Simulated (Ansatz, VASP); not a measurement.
# Cross-check of As (arsenene bilayer, AB) between VASP and Ansatz

Wanted: the spread between two codes on one cell, functional and k mesh. The cell is taken from a series of runs on this material, whose earlier steps may have relaxed, scaled, displaced or heated it; both programs get it as it stands.

Method: plane waves, with VASP 6.6.1 beside it; single point at PBE with D3(BJ), in Ansatz 0.2.0.

## 1. The starting structure

The cell holds 4 atoms: 4 As. Its edges and angles: a = 3.669 Å, b = 3.669 Å, c = 22.926 Å, α = 90.0°, β = 90.0°, γ = 120.0°. Vacuum lies along c.

## 2. VASP: single point, PBE with D3(BJ)

With cell and atoms fixed, the geometry can't cause a difference; cores, projectors, grids and the points listed under the comparison can.

Lines of VASP's logs that name or quote its potential files are left out, and so is its time.

Input file INCAR:

```
SYSTEM = As
PREC = Accurate
ENCUT = 400
EDIFF = 1E-06
NELM = 120
ISMEAR = -1
SIGMA = 0.05
LREAL = .FALSE.
ALGO = Normal
GGA = PE
IVDW = 12
NBANDS = 16
LORBIT = 11
LWAVE = .FALSE.
LCHARG = .FALSE.
ISIF = 2
LDIPOL = .TRUE.
IDIPOL = 3
DIPOL = 0.5 0.5 0.5
LVHAR = .TRUE.
LASPH = .TRUE.
GGA_COMPAT = .FALSE.
EFERMI = MIDGAP
NELMDL = -8
```

Input file POSCAR:

```
As
1.0
    3.6694493363      0.0000000000      0.0000000000
   -1.8347246682      3.1778363431      0.0000000000
    0.0000000000      0.0000000000     22.9258708419
As
4
Direct
    0.6666666667      0.3333333333      0.3925696024
    0.3333333334      0.6666666666      0.4512700261
    0.0000000000      1.0000000000      0.5487299739
    0.6666666667      0.3333333333      0.6074303976
```

Input file KPOINTS:

```
Automatic mesh
0
Gamma
18 18 1
0 0 0
```

The projector-augmented-wave data sets are As (PBE family, release 64).

Started as:

```
$ mpirun -np 1 vasp_std
```

Numbers of over 12 decimals in the logs are rounded to 6 here.

Log:

```text
[banner, memory and clock lines left out]
running    1 mpi-ranks, on    1 nodes
 distrk:  each k-point on    1 cores,    1 groups
 distr:  one band on    1 cores,    1 groups

 POSCAR found type information on POSCAR As
 POSCAR found :  1 types and       4 ions
 LDA part: xc-table for (Slater+PW92), standard interpolation
 POSCAR, INCAR and KPOINTS ok, starting setup
 FFT: planning ... GRIDC
 FFT: planning ... GRID_SOFT
 FFT: planning ... GRID
 WAVECAR not read
 entering main loop
       N       E                     dE             d eps       ncg     rms          rms(c)
DAV:   1     0.113910332594E+03    0.11391E+03   -0.57824E+03  1184   0.733E+02
DAV:   2    -0.673662282507E+01   -0.12065E+03   -0.11578E+03  1664   0.143E+02
DAV:   3    -0.184047824734E+02   -0.11668E+02   -0.11609E+02  1712   0.536E+01
DAV:   4    -0.186481542827E+02   -0.24337E+00   -0.23934E+00  1672   0.910E+00
DAV:   5    -0.186529535390E+02   -0.47993E-02   -0.47987E-02  1680   0.114E+00
DAV:   6    -0.186530905256E+02   -0.13699E-03   -0.13699E-03  1720   0.191E-01
DAV:   7    -0.186530941862E+02   -0.36606E-05   -0.36606E-05  1688   0.266E-02
DAV:   8    -0.186530943367E+02   -0.15051E-06   -0.15057E-06  1368   0.526E-03    0.473E+00
DAV:   9    -0.186024233478E+02    0.50671E-01   -0.29273E-02  1520   0.915E-01    0.284E+00
DAV:  10    -0.185747737520E+02    0.27650E-01   -0.63525E-02  1584   0.135E+00    0.148E-01
DAV:  11    -0.185748364124E+02   -0.62660E-04   -0.15036E-03  1656   0.219E-01    0.937E-02
DAV:  12    -0.185748242712E+02    0.12141E-04   -0.64788E-04  1680   0.137E-01    0.319E-02
DAV:  13    -0.185747628776E+02    0.61394E-04   -0.11879E-04  1696   0.554E-02    0.173E-02
DAV:  14    -0.185747643687E+02   -0.14911E-05   -0.85456E-05  1632   0.367E-02    0.823E-03
DAV:  15    -0.185747991863E+02   -0.34818E-04   -0.91234E-06  1424   0.134E-02    0.557E-03
DAV:  16    -0.185749078698E+02   -0.10868E-03   -0.29810E-05  1520   0.179E-02    0.248E-03
DAV:  17    -0.185749380234E+02   -0.30154E-04   -0.23125E-06  1432   0.549E-03    0.115E-03
DAV:  18    -0.185749557797E+02   -0.17756E-04   -0.11777E-06  1344   0.349E-03    0.766E-04
DAV:  19    -0.185749619340E+02   -0.61543E-05   -0.18765E-07  1320   0.118E-03    0.273E-04
DAV:  20    -0.185749647750E+02   -0.28410E-05   -0.19465E-07  1256   0.957E-04    0.236E-04
DAV:  21    -0.185749657350E+02   -0.96002E-06   -0.37469E-08  1248   0.471E-04
   1 F= -.19792961E+02 E0= -.19790843E+02  d E =-.423423E-02
```

Parts of OUTCAR (step 2):

```text
ion  position               nearest neighbor table
   1  0.667  0.333  0.393-   2 2.51   2 2.51   2 2.51
   2  0.333  0.667  0.451-   1 2.51   1 2.51   1 2.51
   3  0.000  0.000  0.549-   4 2.51   4 2.51   4 2.51
   4  0.667  0.333  0.607-   3 2.51   3 2.51   3 2.51

  LATTYP: Found a hexagonal cell.
 ALAT       =     3.6694493363
 C/A-ratio  =     6.2477687361

 Subroutine GETGRP returns: Found 12 space group operations
 (whereof  6 operations were pure point group operations)

The static configuration has the point symmetry C_3v.
 The point group associated with its full space group is D_3d.

 Found     37 irreducible k-points:

   k-points           NKPTS =     37   k-points in BZ     NKDIM =     37   number of bands    NBANDS=     16

   dimension x,y,z NGX =    24 NGY =   24 NGZ =  150
   dimension x,y,z NGXF=    48 NGYF=   48 NGZF=  300

   ENCUT  =  400.0 eV  29.40 Ry    5.42 a.u.   5.98  5.98 37.39*2*pi/ulx,y,z

   NELECT =      20.0000    total number of electrons

 k-points in reciprocal lattice and weights: Automatic mesh
   0.00000000  0.00000000  0.00000000       0.003
   0.05555556  0.00000000  0.00000000       0.019
   0.11111111  0.00000000  0.00000000       0.019
   0.16666667  0.00000000  0.00000000       0.019
   0.22222222  0.00000000  0.00000000       0.019
   0.27777778  0.00000000  0.00000000       0.019
   0.33333333  0.00000000  0.00000000       0.019
   0.38888889 -0.00000000  0.00000000       0.019
   0.44444444  0.00000000  0.00000000       0.019
[...]
0.33333333  0.27777778  0.00000000       0.037
   0.33333333  0.33333333  0.00000000       0.006

 dipolmoment           0.000000      0.000000      0.000000 electrons x Angstroem

 average (electrostatic) potential at core
       1 -56.4125       2 -56.5997       3 -56.5997       4 -56.4125

 E-fermi :  -0.9869

 k-point     1 :       0.0000    0.0000    0.0000
  band No.  band energies     occupation
    ...
      6      -2.6997      2.00000
      7      -2.6997      2.00000
      8      -2.5157      2.00000
      9      -2.5157      2.00000
     10      -1.4403      1.99977
     11      -0.8616      0.15099
     12       0.4413      0.00000
     13       0.4413      0.00000
     14       1.0383      0.00000
     15       1.4945      0.00000
    ...

 k-point     2 :       0.0556    0.0000    0.0000
  band No.  band energies     occupation
    ...
      6      -3.1197      2.00000
      7      -2.8648      2.00000
      8      -2.8403      2.00000
      9      -2.5512      2.00000
     10      -1.1688      1.94876
     11      -0.4564      0.00005
     12       0.1983      0.00000
     13       0.5346      0.00000
     14       1.2581      0.00000
     15       1.4992      0.00000
    ...

 k-point     3 :       0.1111    0.0000    0.0000
  band No.  band energies     occupation
    ...
      6      -3.7143      2.00000
      7      -3.1412      2.00000
      8      -3.0353      2.00000
      9      -2.7084      2.00000
     10      -1.1338      1.89942
     11      -0.2845      0.00000
     12       0.7056      0.00000
     13       0.7630      0.00000
     14       1.0069      0.00000
     15       1.8453      0.00000
    ...

 Edisp (eV)   -1.21799

  Total       0.17076     0.17076     0.12395    -0.00000     0.00000     0.00000
  in kB       1.02336     1.02336     0.74283    -0.00000     0.00000     0.00000
  external pressure =        0.93 kB  Pullay stress =        0.00 kB

  energy-cutoff  :      400.00
  volume of cell :      267.34
      direct lattice vectors                 reciprocal lattice vectors
     3.669449336  0.000000000  0.000000000     0.272520454  0.157339758  0.000000000
    -1.834724668  3.177836343  0.000000000     0.000000000  0.314679515  0.000000000
     0.000000000  0.000000000 22.925870842     0.000000000  0.000000000  0.043618845

 POSITION                                       TOTAL-FORCE (eV/Angst)
 -----------------------------------------------------------------------------------
      1.83472      1.05928      9.00000         0.000000      0.000000     -0.064326
      0.00000      2.11856     10.34576        -0.000000      0.000000      0.078240
      0.00000      0.00000     12.58011         0.000000     -0.000000     -0.078240
      1.83472      1.05928     13.92587        -0.000000     -0.000000      0.064326
 -----------------------------------------------------------------------------------
    total drift:                               -0.000000      0.000000      0.000000

  FREE ENERGIE OF THE ION-ELECTRON SYSTEM (eV)
  ---------------------------------------------------
  free  energy   TOTEN  =       -19.7929605587 eV

  energy  without entropy=      -19.7887263263  energy(sigma->0) =      -19.79084344

 vacuum level on the upper side and lower side of the slab         3.163         3.163

 total charge
# of ion       s       p       d       tot
------------------------------------------
    1        1.296   1.377   0.039   2.712
    2        1.298   1.359   0.054   2.711
    3        1.298   1.359   0.054   2.711
    4        1.296   1.377   0.039   2.712
--------------------------------------------------
tot          5.187   5.472   0.185  10.845

[... 3 further parts left out ...]
```

The gap is under twice the smearing width, so the edge states are partly filled and the run can't tell a small gap from a semimetal.

## 3. Ansatz: single point, PBE with D3(BJ)

Ansatz runs on its default PAW (the set named soft_2) files.

The same cell, functional, mesh and smearing now go to Ansatz, which takes its cutoff from its data sets.

Input file input.yaml:

```yaml
crystal:
  lattice:
    - [3.6694493363, 0.0, 0.0]
    - [-1.8347246682, 3.1778363431, 0.0]
    - [0.0, 0.0, 22.9258708419]
  atoms:
    - { symbol: As, position: [0.6666666667, 0.3333333333, 0.3925696024] }
    - { symbol: As, position: [0.3333333333, 0.6666666667, 0.4512700261] }
    - { symbol: As, position: [0.0, 0.0, 0.5487299739] }
    - { symbol: As, position: [0.6666666667, 0.3333333333, 0.6074303976] }
kpoints:
  mp_grid: { grid: [18, 18, 1] }
  band_path:
    path: [[0, 0, 0], [0.5, 0, 0], [0.33333333, 0.33333333, 0], [0, 0, 0]]
    npoints: 16
hamiltonian:
  xc: pbe
  dispersion: d3bj
scf:
  occupations: { method: fermi_dirac, width: 0.05 }
  convergence: { dr2_threshold: 1.0e-10 }
efield:
  axis: 3
  dipole_correction: true
  ramp_position: 0.97
  ramp_width: 0.06
  amplitude: 0
output:
  dos: { projected: true, e_range: [-6, 5] }
  bader: true
  write_potential: true
  write_density: true
  volumetric_format: npy
  elf: true
```

Started as:

```
$ ansatz run input.yaml --threads 4 --pin off --max-ram 6144MiB --backend cpu --events-out ev --progress --plain --runs-dir out
```

Log:

```text
Engine: ansatz 0.2.0, aarch64-unknown-linux-gnu
Pseudopotentials: kind: paw
Pseudopotential: As, paw, valence charge 15, recommended cutoff 420 eV (normal), As.paw.azcp
Functional definition: PBE
  parameter kappa = 0.804
  parameter beta = 0.066725
  exchange = pbe_x(kappa = kappa, mu = beta*pi^2/3)
  correlation = pbe_c(beta = beta)
Crystal: 4 atoms, lattice volume = 267.337 Å³
Basis set: ecut = 420 eV, 5225 PW (Γ)
Bands: 36, of which v1, the nominal top of the filled ones, is band 30 counted from 1 (29 counted from 0)
Symmetry: 6 space group operations
k-points: 37 of 324 (time reversal used)
Non-local potential: As, projectors of the file, l = 0: 2, l = 1: 2, l = 2: 3, l = 3: 1
PAW form: soft (Blöchl's): semilocal exchange-correlation on the pseudo side does not see the compensation charge
PAW one-centre angular grid: As, 590 points (default); XC on 64 Gauss nodes
Initial density: superposition of atomic densities (neutral atoms: chi_scale 0, normalization atom), corrected by the library's trained network
Initial wavefunctions: pseudopotential atomic-orbital guess
Functional: x = pbe(κ = 0.804, μ = 0.219515), c = pbe(β = 0.066725)
SCF iter   1: F=—  HF=-19425.664340 eV  |F-HF|=—  |Δ(HF+E_count)|=         —  Δρ=1.43e-3  dr2=1.56e-2  ethr=1.77e-3  p=-0.000 e·Å  D=-1.52e-14 V/Å  ΔV_dip=0.00 eV  dr2_dipole=4.75e-8  V_vac-E_F(+/−)=4.04/4.04 eV  ⟨swp⟩=7.8  Hψ=5853  notcnv=0
efield: sawtooth ramp at fractional position 0.9700 (set: `efield.ramp_position`, or a place that a band, a saddle search or an elastic batch's reference lends), width 0.0600; the density the first Hamiltonian is built on has a dipole p = -0.000 e·Å; the dipole correction subtracts the counter field D = -1.52e-14 V/Å, which shifts the + side's vacuum level by +0.00 eV against the − side's; the planar-averaged density in the ramp window peaks in size at 3.1e-6 e/Å³
preconditioner: auto → LDOS  [insulator: Δε(μ)=0.130 eV  Ē_g=9.004 eV  σ=0.050 eV  W_gap=0.57  n_scr=44 (ndim 8)  ℏωp=10.2 eV  f_vac=0.639  D(μ)=0.39/eV (n_scr^D=2)  ε∞_Penn≈2.3  β→1.0]
SCF iter   2: F=—  HF=-19425.670939 eV  |F-HF|=—  |Δ(HF+E_count)|=   6.60e-3  Δρ=1.82e-3  dr2=5.73e-2  ethr=2.59e-5  p=-0.000 e·Å  D=-3.49e-5 V/Å  ΔV_dip=0.00 eV  dr2_dipole=3.61e-7  V_vac-E_F(+/−)=4.27/4.27 eV  ⟨swp⟩=3.0  Hψ=2690  notcnv=0  defer=24
SCF iter   3: F=—  HF=-19425.663147 eV  |F-HF|=—  |Δ(HF+E_count)|=   7.79e-3  Δρ=6.74e-4  dr2=8.32e-3  ethr=2.59e-5  p=0.000 e·Å  D=6.89e-7 V/Å  ΔV_dip=-0.00 eV  dr2_dipole=2.79e-10  V_vac-E_F(+/−)=4.13/4.13 eV  ⟨swp⟩=3.6  Hψ=2198  notcnv=0  defer=24
SCF iter   4: F=—  HF=-19425.661881 eV  |F-HF|=—  |Δ(HF+E_count)|=   1.27e-3  Δρ=1.10e-4  dr2=1.19e-4  ethr=1.39e-5  p=0.000 e·Å  D=8.21e-7 V/Å  ΔV_dip=-0.00 eV  dr2_dipole=6.21e-10  V_vac-E_F(+/−)=4.14/4.14 eV  ⟨swp⟩=2.0  Hψ=1463  notcnv=0  defer=24
SCF iter   5: F=—  HF=-19425.661878 eV  |F-HF|=—  |Δ(HF+E_count)|=   3.13e-6  Δρ=1.65e-5  dr2=6.79e-7  ethr=1.98e-7  p=-0.000 e·Å  D=-2.12e-6 V/Å  ΔV_dip=0.00 eV  dr2_dipole=1.13e-9  V_vac-E_F(+/−)=4.14/4.14 eV  ⟨swp⟩=2.0  Hψ=1651  notcnv=0  defer=24
SCF iter   6: F=—  HF=-19425.661888 eV  |F-HF|=—  |Δ(HF+E_count)|=   9.87e-6  Δρ=6.53e-6  dr2=1.89e-7  ethr=1.13e-9  p=0.000 e·Å  D=3.35e-6 V/Å  ΔV_dip=-0.00 eV  dr2_dipole=2.11e-9  V_vac-E_F(+/−)=4.14/4.14 eV  ⟨swp⟩=2.7  Hψ=2519  notcnv=0  defer=24
SCF iter   7: F=—  HF=-19425.661888 eV  |F-HF|=—  |Δ(HF+E_count)|=   9.80e-8  Δρ=1.24e-6  dr2=5.45e-9  ethr=3.16e-10  p=-0.000 e·Å  D=-9.38e-7 V/Å  ΔV_dip=0.00 eV  dr2_dipole=4.28e-10  V_vac-E_F(+/−)=4.14/4.14 eV  ⟨swp⟩=2.0  Hψ=2420  notcnv=0  defer=24
SCF iter   8: F=—  HF=-19425.661888 eV  |F-HF|=—  |Δ(HF+E_count)|=   6.32e-9  Δρ=5.03e-7  dr2=5.23e-9  ethr=9.08e-12  p=0.000 e·Å  D=3.13e-6 V/Å  ΔV_dip=-0.00 eV  dr2_dipole=1.73e-9  V_vac-E_F(+/−)=4.14/4.14 eV  ⟨swp⟩=2.8  Hψ=2289  notcnv=0  defer=24
SCF iter   9: F=—  HF=-19425.661888 eV  |F-HF|=—  |Δ(HF+E_count)|=  2.47e-10  Δρ=1.77e-7  dr2=6.05e-10  ethr=8.72e-12  p=-0.000 e·Å  D=-4.04e-7 V/Å  ΔV_dip=0.00 eV  dr2_dipole=1.60e-10  V_vac-E_F(+/−)=4.14/4.14 eV  ⟨swp⟩=2.0  Hψ=1484  notcnv=0  defer=24
SCF iter  10: F=-19425.661888 eV  HF=-19425.661888 eV  |F-HF|=0.00e0  |Δ(HF+E_count)|=  5.46e-11  Δρ=3.64e-8  dr2=8.98e-12  ethr=1.00e-12  p=0.000 e·Å  D=3.57e-7 V/Å  ΔV_dip=-0.00 eV  dr2_dipole=8.27e-13  V_vac-E_F(+/−)=4.14/4.14 eV  ⟨swp⟩=6.6  Hψ=3219  notcnv=0
SCF 1 converged in 10 iterations: F = -19425.661888 eV  dr2 = 8.98e-12
  greatest PAW one-centre occupation: 0.999 electrons in one spin orbital (limit 2), on the As atom at site 1 (counted from 0), in its partial waves of l = 2
NSCF: frozen V_eff on 49 k-points
efield: sawtooth ramp at fractional position 0.9700 (kept from the solve that this one continues, or follows in the run), width 0.0600; the density the first Hamiltonian is built on has a dipole p = 0.000 e·Å; the dipole correction subtracts the counter field D = 3.57e-7 V/Å, which shifts the + side's vacuum level by -0.00 eV against the − side's; the planar-averaged density in the ramp window peaks in size at 6.3e-8 e/Å³
WARN: The output density's exchange-correlation potential varies sharply where the density is thin. Do not read a vacuum level from v_tot or v_xc, or from such a field of the output density. On a cell that repeats whose density bears no net charge and no dipole along the vacuum's axis use v_es (v_loc + v_h of the components); under efield.dipole_correction with no amplitude use v_es + v_field, which holds any externa [...]
SCF converged after 10 iterations
Free energy (F): -19425.661888 eV
Harris-Foulkes:  -19425.661888 eV  (|F-HF|=0.00e0)
Internal energy: -19425.658046 eV  (E = F + TS)
E sigma→0 (E₀):  -19425.659967 eV
Entropy (-TS):   -0.003842 eV (-0.960 meV/atom)
Fermi energy:    0.723181 eV
Dipole field:    D = 0.000001 V/Å  (p = 0.000002 e·Å, saw-weighted, corrected)
Work function:   Φ+ = 4.1411 eV   Φ− = 4.1412 eV
Levels:          The Fermi level and band energies are counted from a zero that moves with the ramp; work functions are not
--- Per-component energies (eV) ---
  E_band       = -1541.893319
  E_kinetic    = 409.607618
  E_local      = -59750.343526  (includes V_loc(G=0)·N_el)
  E_nonlocal   = -2682.838019
  E_hartree    = 29932.871863
  E_xc         = -316.415538
  E_vxc        = -316.052224  (∫ρ·V_xc dr)
  E_paw        = -7338.342413  (= ΣΔE_a)
  E_vpaw       = 931.989463  (= ΣTr[D̂ρ^β])
  E_aug_tail   = 0.000028  (compensation charges beyond the density's cutoff)
  E_efield     = 0.000000  (sawtooth field / dipole correction)
  E_vefield    = 0.000000  (∫n·V_field dr)
  E_ewald      = 20321.020059
  E_disp       = -1.218117  (pairwise vdW)
  E_smearing   = -0.003842  (= −TS)
  E_closure    = -0.000000  (closes the sum)
  Σ components = -19425.661888   (vs F -19425.661888, Δ=0.00e0)
--- Band table (eV; the first three rows and the last of 37) ---
  k-point 0: bands = [... 26 lower, -0.9820, -0.7961, -0.7961, 0.2686, 0.8708, 2.1526, 2.1526, 2.7560, ... 2 higher]
  k-point 1: bands = [... 26 lower, -1.1480, -1.1223, -0.8316, 0.5360, 1.2723, 1.9125, 2.2454, 2.9742, ... 2 higher]
  k-point 2: bands = [... 26 lower, -1.4228, -1.3316, -0.9884, 0.5651, 1.4362, 2.4266, 2.4724, 2.7204, ... 2 higher]
  k-point 36: bands = [... 26 lower, -3.2287, -2.6271, -2.6271, -1.9160, 1.9300, 1.9300, 2.9815, 4.7558, ... 2 higher]
--- Bader charges: 4 sites ---
  site symbol  charge [e]  shift [e]
     0     As     -0.0212     0.0000
     1     As      0.0212     0.0000
     2     As      0.0212     0.0000
     3     As     -0.0212     0.0000
  estimated error of the sums over rays = 1.8e-4 e
```

In the SCF lines HF is the Harris–Foulkes energy and dr2 the Hartree energy of the density residual, in eV; the loop may stop once dr2 is under the threshold and the program's other checks hold. Hψ counts applications of the Hamiltonian.

## 4. Side by side

Known differences besides the potentials themselves: the data sets hold 60 valence electrons in Ansatz (on its default PAW (the set named soft_2) files) and 20 in VASP; the cutoff is 420 eV in Ansatz and 400 eV in VASP. Total energies have different zeros and are not compared.

Compared:

```tsv
quantity	Ansatz	VASP	difference
gap on the k mesh (eV)	0.111	0.090	+0.021
```

A gap on the mesh is an upper bound, since the band edges may lie between its points. With vacuum in the cell, a pressure given here is an average over mostly empty space and none of the material.

## 5. Summary of results

```yaml
difference_in_gap_on_the_k_mesh_single_point_pbe_with_d3_bj: 0.021 eV
```

In words: The difference in gap on the k mesh is 0.021 eV (single point, PBE with D3(BJ)), within the 0.08 eV picked in this series as the mark of a large difference. The data sets hold unlike numbers of valence electrons (60 in Ansatz and 20 in VASP), so part of the differences comes from the potentials. How closely two codes agree says nothing of how well the functional describes the real material.

[Lines on the potential files, build, host, timing and source positions are cut from VASP's logs without a mark.]

[Logs are printed without paths, hosts, clocks, repeated set-up lines and the standing remarks that a program may print on its own settings, such as how far it seeks lower states.]

[Hosts, paths, dates, database ids (printed as entryN), source tags and the programs' standing remarks are cut or masked in the printed files.]
